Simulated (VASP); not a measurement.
# NbSiO4 (Cmcm) in VASP: further runs

The runs below take NbSiO4 through relaxation of cell and atoms, single point, with PBE, r2SCAN.

All numbers are computed with VASP 6.6.1; they aren't measurements. Logs are shortened: lines on timing, memory, paths and dates and some standing lists are left out, and cuts for length are marked.

### 1 The crystal as given

It takes space group Cmcm (No. 63, orthorhombic). The conventional cell has a = 5.752 Å, b = 8.278 Å, c = 5.928 Å, α = 90.00°, β = 90.00°, γ = 90.00°. Nb (site symmetry 2/m) has 6 O at 1.95 to 2.14 Å as nearest neighbours. Si (site symmetry m2m) is surrounded by 4 O at 1.63 to 1.66 Å. O (site symmetry m) has 1 Si at 1.63 Å as nearest neighbours. Around O (site symmetry m) lie 1 Si at 1.66 Å.

The cell was built by a generator and needn't be a form met in nature.

### 2 Relaxation of cell and atoms, PBE

Contents of INCAR:

```
PREC = Accurate ; ENCUT = 520
EDIFF = 1E-6 ; ISMEAR = 0
SIGMA = 0.03 ; LREAL = F
LASPH = T ; NELM = 120
ALGO = Normal ; ISIF = 3
LWAVE = F ; LCHARG = F
GGA = PE ; IBRION = 2
NSW = 90 ; EDIFFG = -0.01
KPAR = 4
```

Contents of KPOINTS:

```
regular mesh
0
Gamma
  6 6 4
```

Contents of POSCAR:

```
NbSiO4
1.0
    2.8760000000     -4.1390000000      0.0000000000
    2.8760000000      4.1390000000      0.0000000000
    0.0000000000      0.0000000000      5.9280000000
Nb Si O
2 2 8
Direct
    0.0000000000      0.0000000000      0.5000000000
    0.0000000000      0.0000000000      0.0000000000
    0.6478618000      0.3521382000      0.7500000000
    0.3521382000      0.6478618000      0.2500000000
    0.7655230700      0.2344769300      0.9701417000
    0.7655230700      0.2344769300      0.5298583000
    0.2960652200      0.2334897200      0.7500000000
    0.7665102800      0.7039347800      0.7500000000
    0.2344769300      0.7655230700      0.0298583000
    0.2344769300      0.7655230700      0.4701417000
    0.2334897200      0.2960652200      0.2500000000
    0.7039347800      0.7665102800      0.2500000000
```

Potentials or basis: VASP PAW PBE potentials, release 64 (Nb_sv, Si, O).

Launch:

```console
cat potpaw_PBE.64/Nb_sv/POTCAR potpaw_PBE.64/Si/POTCAR potpaw_PBE.64/O/POTCAR > POTCAR
mpirun -np 4 vasp_std > vasp.out
```

OUTCAR:

```text
PREC = Accurate
   ENCUT = 520
   EDIFF = 1E-6
   ISMEAR = 0
   LREAL = F
   LASPH = T
   NELM = 120
   ISIF = 3
   GGA = PE
   IBRION = 2
   NSW = 90
   EDIFFG = -0.01

 ion  position               nearest neighbor table
   1  0.000  0.000  0.500-   6 1.95  10 1.95   8 2.14   7 2.14  11 2.14  12 2.14   2 2.96   2 2.96

   2  0.000  0.000  0.000-   5 1.95   9 1.95   8 2.14   7 2.14  11 2.14  12 2.14   1 2.96   1 2.96

   3  0.648  0.352  0.750-   5 1.63   6 1.63   7 1.66   8 1.66
   4  0.352  0.648  0.250-   9 1.63  10 1.63  11 1.66  12 1.66
   5  0.766  0.234  0.970-   3 1.63   2 1.95
   6  0.766  0.234  0.530-   3 1.63   1 1.95
   7  0.296  0.233  0.750-   3 1.66   2 2.14   1 2.14
   8  0.767  0.704  0.750-   3 1.66   2 2.14   1 2.14
   9  0.234  0.766  0.030-   4 1.63   2 1.95
  10  0.234  0.766  0.470-   4 1.63   1 1.95
  11  0.233  0.296  0.250-   4 1.66   2 2.14   1 2.14
  12  0.704  0.767  0.250-   4 1.66   2 2.14   1 2.14

  LATTYP: Found a base centered orthorhombic cell.
 ALAT       =     5.7520000000
 B/A-ratio  =     1.4391515994
 C/A-ratio  =     1.0305980529

  Lattice vectors:

 A1 = (   2.8760000000,  -4.1390000000,   0.0000000000)
 A2 = (   2.8760000000,   4.1390000000,   0.0000000000)
 A3 = (   0.0000000000,   0.0000000000,   5.9280000000)

Analysis of symmetry for initial positions (statically):
=====================================================================
 Subroutine PRICEL returns:
 Original cell was already a primitive cell.

 Routine SETGRP: Setting up the symmetry group for a
 base centered orthorhombic supercell.

 Subroutine GETGRP returns: Found  8 space group operations
 (whereof  4 operations were pure point group operations)
 out of a pool of  8 trial point group operations.

The static configuration has the point symmetry C_2h.
 The point group associated with its full space group is D_2h.

Analysis of symmetry for dynamics (positions and initial velocities):
=====================================================================
 Subroutine PRICEL returns:
 Original cell was already a primitive cell.

 Routine SETGRP: Setting up the symmetry group for a
 base centered orthorhombic supercell.

 Subroutine GETGRP returns: Found  8 space group operations
 (whereof  4 operations were pure point group operations)
 out of a pool of  8 trial point group operations.

[... 128 lines left out ...]
   ISYM   =      2    0-nonsym 1-usesym 2-fastsym
   POTIM  = 0.5000    time-step for ionic-motion
   TEBEG  =    0.0;   TEEND  =   0.0 temperature during run
   PSTRESS=    0.0 pullay stress
   NELECT =      82.0000    total number of electrons
   NUPDOWN=      -1.0000    fix difference up-down
   EMIN   =  10.00;   EMAX   =-10.00  energy-range for DOS
   EFERMI =   0.00;   METHOD = LEGACY
   ISMEAR =     0;   SIGMA  =   0.03  broadening in eV -4-tet -1-fermi 0-gaus
   EFERMI_NEDOS =   21; number of points for ismear=-14 and -15
   IALGO  =     38    algorithm
   IMIX   =      4    mixing-type and parameters
     AMIX     =   0.40;   BMIX     =  1.00
     AMIX_MAG =   1.60;   BMIX_MAG =  1.00
  volume/ion in A,a.u.               =      11.76        79.37
  Fermi-wavevector in a.u.,A,eV,Ry     =   1.366067  2.581492 25.390357  1.866139
  Thomas-Fermi vector in A             =   2.492240
   LORBIT       =      0    0 simple, 1 ext, 2 COOP (PROOUT), +10 PAW based schemes
   GGA     = PE    functional components
   LHFCALC =     F    Hartree Fock is set to
   AEXX    =    0.0000 exact exchange contribution
   IVDW    =     0    specifies the selected vdW correction
   LEPSILON=     F    determine dielectric tensor
   LRPA    =     F    only Hartree local field effects (RPA)
 conjugate gradient relaxation of ions
 non-spin polarized calculation
 Gauss-broadening in eV      SIGMA  =   0.03
  energy-cutoff  :      520.00
  volume of cell :      141.13
 maximum number of plane-waves:      3830
 NGX is ok and might be reduce to    40
   NGX = 19   NGY = 19   NGZ = 23

--------------------------------------- Ionic step        1  -------------------------------------------

 number of electron      81.9999985 magnetization

 Free energy of the ion-electron system (eV)
  ---------------------------------------------------
  ext. energy  EPLUGINS =         0.00000000
  ---------------------------------------------------
  free energy    TOTEN  =      -101.74881944 eV

  energy without entropy =     -101.74821851  energy(sigma->0) =     -101.74851897

------------------------ aborting loop because EDIFF is reached ----------------------------------------

  FORCE on cell =-STRESS in cart. coord.  units (eV):
  Direction    XX          YY          ZZ          XY          YZ          ZX
  --------------------------------------------------------------------------------------
  -------------------------------------------------------------------------------------
  Total        0.2907271      0.3455819      1.2906932      0.0000000      0.0000000      0.0000000
  in kB        3.3004532      3.9231881     14.6524788      0.0000000      0.0000000      0.0000000
  external PRESSURE =       7.2920400 kB  Pullay stress =       0.0000000 kB
[... 263 lines left out ...]
--------------------------------------- Ionic step        7  -------------------------------------------

 number of electron      81.9999992 magnetization

 Free energy of the ion-electron system (eV)
  ---------------------------------------------------
  ext. energy  EPLUGINS =         0.00000000
  ---------------------------------------------------
  free energy    TOTEN  =      -101.76062145 eV

  energy without entropy =     -101.76009649  energy(sigma->0) =     -101.76035897

 E-fermi :   6.6723     XC(G=0): -10.5145

 val. band max:        6.6466811708   @ k =   0.1667  -0.0000   0.5000
 cond. band min:       6.7606075630   @ k =  -0.3333   0.3333   0.0000
 fundamental gap:      0.1139263922
 Fermi energy:         6.6722972275

 k-point     1 :       0.0000    0.0000    0.0000
  band No.  band energies     occupation
      1     -50.4299      2.00000
      2     -50.3665      2.00000
      3     -26.8959      2.00000
      4     -26.7932      2.00000
      5     -26.7226      2.00000
      6     -26.4466      2.00000
[... 1237 lines left out ...]
     48      10.2100      0.00000
     49      10.2291      0.00000

 [... further k-points ...]

------------------------ aborting loop because EDIFF is reached ----------------------------------------

  FORCE on cell =-STRESS in cart. coord.  units (eV):
  Direction    XX          YY          ZZ          XY          YZ          ZX
  --------------------------------------------------------------------------------------
  -------------------------------------------------------------------------------------
  Total        0.0435919      0.0515196     -0.0067762      0.0000000      0.0000000      0.0000000
  in kB        0.4904850      0.5796854     -0.0762444      0.0000000      0.0000000      0.0000000
  external PRESSURE =       0.3313087 kB  Pullay stress =       0.0000000 kB
[... 27 lines left out ...]
  FREE ENERGIE OF THE ION-ELECTRON SYSTEM (eV)
  ---------------------------------------------------
  free  energy   TOTEN  =      -101.7606214463 eV

  energy  without entropy=     -101.7600964886  energy(sigma->0) =     -101.76035897

 reached required accuracy - stopping structural energy minimisation
```

CONTCAR:

```text
NbSiO4
   1.00000000000000
     2.8714960569574703   -4.1336248816245940    0.0000000000000000
     2.8714960569574703    4.1336248816245940    0.0000000000000000
     0.0000000000000000    0.0000000000000000    5.9982037757396709
  Nb              Si              O
     2     2     8
Direct
     0.0000000000000000    0.0000000000000000    0.5000000000000000
     0.0000000000000000    0.0000000000000000    0.0000000000000000
     0.6473073964530431    0.3526926035469568    0.7500000000000000
     0.3526926035469568    0.6473073964530431    0.2500000000000000
     0.7655807899646161    0.2344192100353838    0.9672323608218122
     0.7655807899646161    0.2344192100353838    0.5327676391781878
     0.2945077442840199    0.2311637128539389    0.7500000000000000
     0.7688362871460612    0.7054922557159801    0.7500000000000000
     0.2344192100353838    0.7655807899646161    0.0327676391781878
     0.2344192100353838    0.7655807899646161    0.4672323608218121
     0.2311637128539389    0.2945077442840199    0.2500000000000000
     0.7054922557159801    0.7688362871460612    0.2500000000000000

  0.00000000E+00  0.00000000E+00  0.00000000E+00
  0.00000000E+00  0.00000000E+00  0.00000000E+00
  0.00000000E+00  0.00000000E+00  0.00000000E+00
  0.00000000E+00  0.00000000E+00  0.00000000E+00
  0.00000000E+00  0.00000000E+00  0.00000000E+00
  0.00000000E+00  0.00000000E+00  0.00000000E+00
  0.00000000E+00  0.00000000E+00  0.00000000E+00
  0.00000000E+00  0.00000000E+00  0.00000000E+00
  0.00000000E+00  0.00000000E+00  0.00000000E+00
  0.00000000E+00  0.00000000E+00  0.00000000E+00
  0.00000000E+00  0.00000000E+00  0.00000000E+00
  0.00000000E+00  0.00000000E+00  0.00000000E+00
```

Wall time 2.9 min (4 MPI ranks of Intel Xeon 6975P-C (Granite Rapids), shared host); peak memory 0.41 GiB.

Results:

```
Free energy                            : -101.7606 eV
Relaxed volume                         : 11.87 Å³/atom
Relaxed cell                           : a = 5.033 Å, b = 5.033 Å, c = 5.998 Å, α = 90.00°, β = 90.00°, γ = 110.43°
Space group after relaxing (to 0.05 Å) : Cmcm (No. 63)
Energy gained by relaxing              : 1.0 meV/atom
Ionic steps                            : 7
Pressure after relaxing                : 0.0 GPa
Largest force after relaxing           : 0.010 eV/Å
Band gap on the k mesh                 : none (metal or under the smearing width)
```

Forces in eV/Å, atoms in the order of the input:
```
Nb   0.000  0.000  0.000
Nb   0.000  0.000  0.000
Si   0.000 -0.007  0.000
Si   0.000  0.007  0.000
O    0.000 -0.001 -0.006
O    0.000 -0.001  0.006
O    0.006 -0.008  0.000
O   -0.006 -0.008  0.000
O    0.000  0.001  0.006
O    0.000  0.001 -0.006
O    0.006  0.008  0.000
O   -0.006  0.008  0.000
```

The path:
| step | energy change (eV) | largest force (eV/Å) | pressure (GPa) | volume (Å³) |
| --- | --- | --- | --- | --- |
| 1 | 0.0000 | 0.1273 | 0.73 | 141.13 |
| 2 | -0.0042 | 0.1932 | -0.72 | 142.23 |
| 3 | -0.0045 | 0.1652 | -0.46 | 142.01 |
| 4 | -0.0092 | 0.0756 | -0.21 | 142.15 |
| 5 | -0.0111 | 0.1421 | 0.09 | 142.31 |
| 6 | -0.0108 | 0.1792 | -0.02 | 142.49 |
| 7 | -0.0118 | 0.0100 | 0.03 | 142.39 |

Final structure:
```
Nb Si O
1.0
     2.87150   -4.13362    0.00000
     2.87150    4.13362    0.00000
     0.00000    0.00000    5.99820
Nb Si O
2 2 8
Direct
  0.00000 0.00000 0.50000
  0.00000 0.00000 0.00000
  0.64731 0.35269 0.75000
  0.35269 0.64731 0.25000
  0.76558 0.23442 0.96723
  0.76558 0.23442 0.53277
  0.29451 0.23116 0.75000
  0.76884 0.70549 0.75000
  0.23442 0.76558 0.03277
  0.23442 0.76558 0.46723
  0.23116 0.29451 0.25000
  0.70549 0.76884 0.25000
```

Levels at points of the mesh, in eV from the Fermi level:
```csv
k point,band 39,band 40,band 41,band 42,band 43,band 44
"(0.00, 0.00, 0.00)",-3.30,-3.16,-1.63,0.59,1.09,1.23
"(0.50, 0.00, 0.00)",-3.68,-3.28,-1.21,0.44,0.99,1.19
"(0.50, 0.50, 0.00)",-3.95,-3.27,-1.74,-0.05,0.68,1.44
"(0.00, 0.00, 0.50)",-3.31,-3.31,-0.11,-0.11,0.93,0.93
"(0.50, 0.00, 0.50)",-3.62,-3.62,0.23,0.23,0.85,0.85
"(0.50, 0.50, 0.50)",-3.52,-3.52,-0.20,-0.20,0.61,0.61
```

### 3 Relaxation of cell and atoms, PBE

This run uses another cell than the first one, of 11.87 Å³/atom, 1.009 times its volume.

Contents of INCAR:

```
PREC = Accurate ; ENCUT = 520
EDIFF = 1E-7 ; ISMEAR = 0
SIGMA = 0.03 ; LREAL = F
LASPH = T ; NELM = 120
ALGO = Normal ; ISIF = 3
LWAVE = F ; LCHARG = F
GGA = PE ; IBRION = 2
NSW = 60 ; EDIFFG = -0.005
POTIM = 0.3 ; KPAR = 4
```

KPOINTS is that of step 2.

Contents of POSCAR:

```
NbSiO4                                  
1.0
    2.8714960570     -4.1336248816      0.0000000000
    2.8714960570      4.1336248816      0.0000000000
    0.0000000000      0.0000000000      5.9982037757
  Nb              Si              O             
     2     2     8
Direct
     0.0000000000000000    0.0000000000000000    0.5000000000000000
     0.0000000000000000    0.0000000000000000    0.0000000000000000
     0.6473073964530431    0.3526926035469568    0.7500000000000000
     0.3526926035469568    0.6473073964530431    0.2500000000000000
     0.7655807899646161    0.2344192100353838    0.9672323608218122
     0.7655807899646161    0.2344192100353838    0.5327676391781878
     0.2945077442840199    0.2311637128539389    0.7500000000000000
     0.7688362871460612    0.7054922557159801    0.7500000000000000
     0.2344192100353838    0.7655807899646161    0.0327676391781878
     0.2344192100353838    0.7655807899646161    0.4672323608218121
     0.2311637128539389    0.2945077442840199    0.2500000000000000
     0.7054922557159801    0.7688362871460612    0.2500000000000000
```

Potentials or basis: VASP PAW PBE potentials, release 64 (Nb_sv, Si, O).

Launch:

```console
cat potpaw_PBE.64/Nb_sv/POTCAR potpaw_PBE.64/Si/POTCAR potpaw_PBE.64/O/POTCAR > POTCAR
mpirun -np 4 vasp_std > vasp.out
```

Wall time 3.3 min (4 MPI ranks of Intel Xeon 6975P-C (Granite Rapids), shared host); peak memory 0.42 GiB.

The run converged. Its results:

```yaml
Free_energy: -101.7627 eV
Relaxed_volume: 11.88 Å³/atom
Relaxed_cell: a = 5.036 Å, b = 5.036 Å, c = 5.998 Å, α = 90.00°, β = 90.00°, γ = 110.47°
Space_group_after_relaxing_to_0.05_Å: Cmcm (No. 63)
Energy_gained_by_relaxing: 0.0 meV/atom
Ionic_steps: 8
Pressure_after_relaxing: 0.0 GPa
Largest_force_after_relaxing: 0.004 eV/Å
Band_gap_on_the_k_mesh: none (metal or under the smearing width)
```

Forces on the atoms (eV/Å):
```
Nb   0.000  0.000  0.000
Nb   0.000  0.000  0.000
Si   0.000 -0.001  0.000
Si   0.000  0.001  0.000
O    0.000  0.001  0.004
O    0.000  0.001 -0.004
O    0.004 -0.002  0.000
O   -0.004 -0.002  0.000
O    0.000 -0.001 -0.004
O    0.000 -0.001  0.004
O    0.004  0.002  0.000
O   -0.004  0.002  0.000
```

Final structure:
```
CELL_PARAMETERS angstrom
2.87147 -4.13707 0.00000
2.87147 4.13707 0.00000
0.00000 0.00000 5.99805
ATOMIC_POSITIONS crystal
Nb 0.00000 0.00000 0.50000
Nb 0.00000 0.00000 0.00000
Si 0.64752 0.35248 0.75000
Si 0.35248 0.64752 0.25000
O 0.76581 0.23419 0.96708
O 0.76581 0.23419 0.53292
O 0.29480 0.23091 0.75000
O 0.76909 0.70520 0.75000
O 0.23419 0.76581 0.03292
O 0.23419 0.76581 0.46708
O 0.23091 0.29480 0.25000
O 0.70520 0.76909 0.25000
```

Levels at points of the mesh, in eV from the Fermi level:
```csv
k point,band 39,band 40,band 41,band 42,band 43,band 44
"(0.00, 0.00, 0.00)",-3.30,-3.16,-1.63,0.59,1.08,1.23
"(0.50, 0.00, 0.00)",-3.68,-3.28,-1.21,0.44,0.99,1.19
"(0.50, 0.50, 0.00)",-3.95,-3.27,-1.74,-0.05,0.69,1.44
"(0.00, 0.00, 0.50)",-3.32,-3.32,-0.11,-0.11,0.93,0.93
"(0.50, 0.00, 0.50)",-3.62,-3.62,0.23,0.23,0.85,0.85
"(0.50, 0.50, 0.50)",-3.52,-3.52,-0.20,-0.20,0.61,0.61
```

### 4 Single point, r2SCAN

This run uses another cell than the first one, of 11.88 Å³/atom, 1.010 times its volume.

Contents of INCAR:

```
SYSTEM = NbSiO4
PREC = Accurate
ENCUT = 520
EDIFF = 1E-6
ISMEAR = 0
SIGMA = 0.03
LREAL = .False.
LASPH = .True.
NELM = 150
ALGO = Normal
ISIF = 2
LWAVE = .False.
LCHARG = .False.
METAGGA = R2SCAN
LMIXTAU = .True.
KPAR = 4
```

Contents of KPOINTS:

```
regular mesh
0
Gamma
  6 6 4
  0 0 0
```

Contents of POSCAR:

```
NbSiO4                                  
1.0
    2.8714723454     -4.1370670005      0.0000000000
    2.8714723454      4.1370670005     -0.0000000000
    0.0000000000     -0.0000000000      5.9980514528
  Nb              Si              O             
     2     2     8
Direct
     1.0000000000000000    0.0000000000000000    0.5000000000000000
     1.0000000000000000    0.0000000000000000    0.0000000000000000
     0.6475238240548298    0.3524761759451702    0.7500000000000000
     0.3524761759451702    0.6475238240548298    0.2500000000000000
     0.7658092406627171    0.2341907593372831    0.9670772159081367
     0.7658092406627171    0.2341907593372831    0.5329227840918633
     0.2948011570120383    0.2309107989152153    0.7500000000000000
     0.7690892010847846    0.7051988429879619    0.7500000000000000
     0.2341907593372831    0.7658092406627171    0.0329227840918633
     0.2341907593372831    0.7658092406627171    0.4670772159081368
     0.2309107989152153    0.2948011570120383    0.2500000000000000
     0.7051988429879619    0.7690892010847846    0.2500000000000000
```

Launch:

```console
cat potpaw_PBE.64/Nb_sv/POTCAR potpaw_PBE.64/Si/POTCAR potpaw_PBE.64/O/POTCAR > POTCAR
mpirun -np 4 vasp_std > vasp.out
```

It took 3.1 min on 4 MPI ranks of Intel Xeon 6975P-C (Granite Rapids), shared host; peak memory 0.43 GiB.

It converged, with:

| Property | Result |
| --- | --- |
| Free energy | -148.6709 eV |
| Pressure | -5.0 GPa |
| Largest force | 0.348 eV/Å |
| Band gap on the k mesh | none (metal or under the smearing width) |

Forces on the atoms (eV/Å):
```
Nb   0.000  0.000  0.000
Nb   0.000  0.000  0.000
Si   0.000 -0.069  0.000
Si   0.000  0.069  0.000
O    0.000  0.134 -0.321
O    0.000  0.134  0.321
O    0.236 -0.212  0.000
O   -0.236 -0.212  0.000
O    0.000 -0.134  0.321
O    0.000 -0.134 -0.321
O    0.236  0.212  0.000
O   -0.236  0.212  0.000
```

Stress tensor (GPa, compression positive):
```
-4.75  0.00  0.00
 0.00 -5.33  0.00
 0.00  0.00 -4.84
```

Levels at points of the mesh, in eV from the Fermi level:
| k point | band 37 | band 38 | band 39 | band 40 | band 41 | band 42 | band 43 | band 44 | band 45 | band 46 |
| --- | --- | --- | --- | --- | --- | --- | --- | --- | --- | --- |
| (0.00, 0.00, 0.00) | -3.79 | -3.67 | -3.58 | -3.41 | -1.70 | 0.75 | 1.28 | 1.40 | 1.45 | 2.31 |
| (0.50, 0.00, 0.00) | -4.26 | -3.98 | -3.95 | -3.55 | -1.29 | 0.60 | 1.17 | 1.38 | 1.54 | 2.33 |
| (0.50, 0.50, 0.00) | -4.34 | -4.26 | -4.18 | -3.53 | -1.81 | 0.13 | 0.87 | 1.61 | 1.78 | 2.24 |
| (0.00, 0.00, 0.50) | -4.04 | -4.04 | -3.57 | -3.57 | -0.14 | -0.14 | 1.10 | 1.10 | 1.31 | 1.31 |
| (0.50, 0.00, 0.50) | -4.08 | -4.08 | -3.90 | -3.90 | 0.18 | 0.18 | 1.03 | 1.03 | 1.27 | 1.27 |
| (0.50, 0.50, 0.50) | -3.83 | -3.83 | -3.80 | -3.80 | -0.24 | -0.24 | 0.80 | 0.80 | 1.36 | 1.36 |

Caveat: the PAW data sets were made with another functional, which shifts forces and pressure a little.
